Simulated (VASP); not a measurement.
These are vdW-DF-cx, VASP's PBE PAW potentials (set 64) (plane waves; VASP 6.6.1) values and carry that method's errors.

VASP ran on this input.

POSCAR:
```
BaZrO3
1
    4.1988984172     0.0000000000     0.0000000000
   -0.0000000000     4.1988984172     0.0000000000
   -0.0000000000    -0.0000000000     4.1988984172
Ba Zr O
1 1 3
Direct
  0.0000000000   0.0000000000   0.0000000000
  0.5000000000   0.5000000000   0.5000000000
  0.5000000000   0.0000000000   0.5000000000
  0.0000000000   0.5000000000   0.5000000000
  0.5000000000   0.5000000000   0.0000000000
```

### KPOINTS
```
k-points along high-symmetry lines
15
Line-mode
Reciprocal
  0.000000   0.000000   0.000000 ! GAMMA
  0.000000   0.500000   0.000000 ! X

  0.000000   0.500000   0.000000 ! X
  0.500000   0.500000   0.000000 ! M

  0.500000   0.500000   0.000000 ! M
  0.000000   0.000000   0.000000 ! GAMMA

  0.000000   0.000000   0.000000 ! GAMMA
  0.500000   0.500000   0.500000 ! R

  0.500000   0.500000   0.500000 ! R
  0.000000   0.500000   0.000000 ! X

  0.500000   0.500000   0.500000 ! R
  0.500000   0.500000   0.000000 ! M
```

INCAR:
```
ALGO = Normal
LCHARG = F
SIGMA = 0.05
SYSTEM = BaZrO3
LWAVE = F
ENCUT = 520   ! plane-wave cut-off (eV)
NELM = 100   ! most electronic steps
PREC = Accurate
AGGAC = 0.0
EDIFF = 1E-7   ! SCF stop (eV)
LUSE_VDW = T
LORBIT = 11
LREAL = F   ! projection in real space or not
GGA = CX
LASPH = T   ! aspherical one-centre terms
ISMEAR = 0
ICHARG = 11
LMAXMIX = 4   ! l cut-off of mixed one-centre charges
```

POTCAR, in this order: Ba_sv Zr_sv O (PBE.64 set). Program: vasp_std. Read from the step before: CHGCAR.

The run wrote:

### OUTCAR
```
 ion  position               nearest neighbor table
   1  0.000  0.000  0.000-   3 2.97   4 2.97   5 2.97   3 2.97   4 2.97   4 2.97   5 2.97   4 2.97
                             3 2.97   5 2.97   3 2.97   5 2.97   2 3.64   2 3.64   2 3.64   2 3.64
   2  0.500  0.500  0.500-   3 2.10   4 2.10   5 2.10   5 2.10   3 2.10   4 2.10   1 3.64   1 3.64
                             1 3.64   1 3.64   1 3.64   1 3.64   1 3.64   1 3.64
   3  0.500  0.000  0.500-   2 2.10   2 2.10   1 2.97   1 2.97   1 2.97   1 2.97
   4  0.000  0.500  0.500-   2 2.10   2 2.10   1 2.97   1 2.97   1 2.97   1 2.97
   5  0.500  0.500  0.000-   2 2.10   2 2.10   1 2.97   1 2.97   1 2.97   1 2.97
  LATTYP: Found a simple cubic cell.
 ALAT       =     4.1988984172
 Subroutine PRICEL returns:
 Original cell was already a primitive cell.
 Subroutine GETGRP returns: Found 48 space group operations
The static configuration has the point symmetry O_h .
The dynamic configuration has the point symmetry O_h .
 Subroutine INISYM returns: Found 48 space group operations
   k-points           NKPTS =     90   k-points in BZ     NKDIM =     90   number of bands    NBANDS=     24
   number of dos      NEDOS =    301   number of ions     NIONS =      5
   total plane-waves  NPLWV =  32768
   dimension x,y,z NGX =    32 NGY =   32 NGZ =   32
   dimension x,y,z NGXF=    64 NGYF=   64 NGZF=   64
   ions per type =               1   1   3
   PREC   = accura    normal or accurate (medium, high low for compatibility)
   ISTART =      0    job   : 0-new  1-cont  2-samecut
   ICHARG =     11    charge: 1-file 2-atom 10-const
   ISPIN  =      1    spin polarized calculation?
   LNONCOLLINEAR =      F non collinear calculations
   LSORBIT =      F    spin-orbit coupling
   INIWAV =      1    electr: 0-lowe 1-rand  2-diag
   ENCUT  =  520.0 eV  38.22 Ry    6.18 a.u.   7.81  7.81  7.81*2*pi/ulx,y,z
   NELM   =    100;   NELMIN=  2; NELMDL= -5     # of ELM steps
   EDIFF  = 0.1E-06   stopping-criterion for ELM
   LREAL  =      F    real-space projection
   NLSPLINE    = F    spline interpolate recip. space projectors
   LMAXMIX     =    4 max onsite mixed and CHGCAR
   VOSKOWN=      0    Vosko Wilk Nusair interpolation
   EDIFFG = 0.1E-05   stopping-criterion for IOM
   NSW    =      0    number of steps for IOM
   NBLOCK =      1;   KBLOCK =      1    inner block; outer block
   IBRION =     -1    ionic relax: 0-MD 1-quasi-New 2-CG
   NFREE  =      0    steps in history (QN), initial steepest desc. (CG)
   ISIF   =      2    stress and relaxation
   ISYM   =      2    0-nonsym 1-usesym 2-fastsym
   TEIN   =    0.0    initial temperature
   TEBEG  =    0.0;   TEEND  =   0.0 temperature during run
   SMASS  =  -3.00    Nose mass-parameter (am)
   PSTRESS=    0.0 pullay stress
   NELECT =      40.0000    total number of electrons
   EFERMI =   0.00;   METHOD = LEGACY
   ISMEAR =     0;   SIGMA  =   0.05  broadening in eV -4-tet -1-fermi 0-gaus
   IALGO  =     38    algorithm
   LDIAG  =      T    sub-space diagonalisation (order eigenvalues)
   IMIX   =      4    mixing-type and parameters
     AMIX     =   0.40;   BMIX     =  1.00
     AMIX_MAG =   1.60;   BMIX_MAG =  1.00
     AMIN     =   0.10
   GGA     = CX    functional components
   VOSKOWN =     0    Vosko Wilk Nusair interpolation
   LHFCALC =     F    Hartree Fock is set to
   LHFONE  =     F    Hartree Fock one center treatment
   AEXX    =    0.0000 exact exchange contribution
   LUSE_VDW   =     T    switch on vdW DFT
   IVDW    =     0    specifies the selected vdW correction
   LEPSILON=     F    determine dielectric tensor
   LRPA    =     F    only Hartree local field effects (RPA)
  energy-cutoff  :      520.00
  volume of cell :       74.03
      direct lattice vectors                 reciprocal lattice vectors
     4.198898417  0.000000000  0.000000000     0.238157702  0.000000000  0.000000000
     0.000000000  4.198898417  0.000000000     0.000000000  0.238157702  0.000000000
     0.000000000  0.000000000  4.198898417     0.000000000  0.000000000  0.238157702
 k-point     1 :   0.0000 0.0000 0.0000  plane waves:    1935
 k-point     2 :   0.0000 0.0357 0.0000  plane waves:    1967
 k-point     3 :   0.0000 0.0714 0.0000  plane waves:    1967
 k-point     4 :   0.0000 0.1071 0.0000  plane waves:    1991
...
```

OSZICAR:
```
       N       E                     dE             d eps       ncg     rms          rms(c)
DAV:   1     0.329219898783E+03    0.32922E+03   -0.22367E+04  4320   0.164E+03
DAV:   2    -0.808412364298E+01   -0.33730E+03   -0.33235E+03  5464   0.388E+02
DAV:   3    -0.313800792438E+02   -0.23296E+02   -0.23212E+02  7400   0.920E+01
DAV:   4    -0.318883507375E+02   -0.50827E+00   -0.50807E+00  5744   0.123E+01
DAV:   5    -0.319032388818E+02   -0.14888E-01   -0.14888E-01  6576   0.148E+00
DAV:   6    -0.319034275128E+02   -0.18863E-03   -0.18863E-03  5768   0.179E-01
DAV:   7    -0.319034309910E+02   -0.34783E-05   -0.34782E-05  6552   0.201E-02
DAV:   8    -0.319034310470E+02   -0.55927E-07   -0.55909E-07  5640   0.270E-03
   1 F= -.31903431E+02 E0= -.31903431E+02  d E =-.696795E-23
```

### OUTCAR
```
 val. band max:        3.6224113295   @ k =   0.5000   0.5000   0.5000

 cond. band min:       6.7867116663   @ k =   0.0000   0.0000   0.0000



 k-point     1 :       0.0000    0.0000    0.0000
  band No.  band energies     occupation
      1     -43.3481      2.00000
      2     -21.6500      2.00000
      3     -21.5358      2.00000
      4     -21.5358      2.00000
      5     -21.5358      2.00000
      6     -12.6492      2.00000
      7     -12.3562      2.00000
      8     -12.3562      2.00000
      9      -6.7728      2.00000
     10      -6.7728      2.00000
     11      -6.7728      2.00000
     12       2.1624      2.00000
     13       2.1624      2.00000
     14       2.1624      2.00000
     15       2.6364      2.00000
     16       2.6364      2.00000
     17       2.6364      2.00000
     18       3.3978      2.00000
     19       3.3978      2.00000
     20       3.3978      2.00000
     21       6.7867      0.00000
     22       6.7867      0.00000
     23       6.7867      0.00000
     24       8.2640      0.00000

 k-point     2 :       0.0000    0.0357    0.0000
  band No.  band energies     occupation
      1     -43.3481      2.00000
      2     -21.6552      2.00000
      3     -21.5357      2.00000
      4     -21.5357      2.00000
      5     -21.5330      2.00000
      6     -12.6472      2.00000
      7     -12.3561      2.00000
      8     -12.3499      2.00000
      9      -6.7720      2.00000
     10      -6.7720      2.00000
     11      -6.7702      2.00000
     12       2.1428      2.00000
     13       2.1581      2.00000
     14       2.1581      2.00000
     15       2.6229      2.00000
     16       2.6229      2.00000
     17       2.6259      2.00000
     18       3.3583      2.00000
     19       3.3925      2.00000
     20       3.3925      2.00000
     21       6.7913      0.00000
     22       6.8180      0.00000
     23       6.8180      0.00000
     24       8.2858      0.00000

...
```

The density is held fixed in this step, so its total energy and stress have no physical meaning. Unless said otherwise, spin-orbit coupling is left out, though it shifts the bands of the heavy elements here.

The compound is BaZrO3 in the cubic perovskite structure. It was relaxed first.
